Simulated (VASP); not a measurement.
Here is the system:

```
CELL_PARAMETERS angstrom
      0.00000     1.74028     1.77983
      1.74088     0.00000     1.77983
      1.74088     1.74028     0.00000
ATOMIC_POSITIONS crystal
  C  0.00000 0.00000 0.00000
  C  0.23204 0.26796 0.26796
```

Computed with PBE GGA, VASP's PBE PAW potentials (set 64) (plane waves; VASP 6.6.1). Run with 520 eV cut-off, 12×12×12 Γ-centred mesh, Gaussian smearing of 0.050 eV, potentials C.

Task: Predict the energy per atom (σ→0), pressure, largest force.

Result: 
* **energy per atom (σ→0)**: -9.021 eV/atom
* **pressure**: 28.58 GPa
* **largest force**: 2.563 eV/Å

Total energies compare only between runs with the same potentials, cut-off and functional.

The compound is C in the diamond structure. The cell was not relaxed at this level, atoms are displaced from their ideal sites. The run is one of a series of settings (EDIFF = 1E-8 against the base run), some of them coarse on purpose.
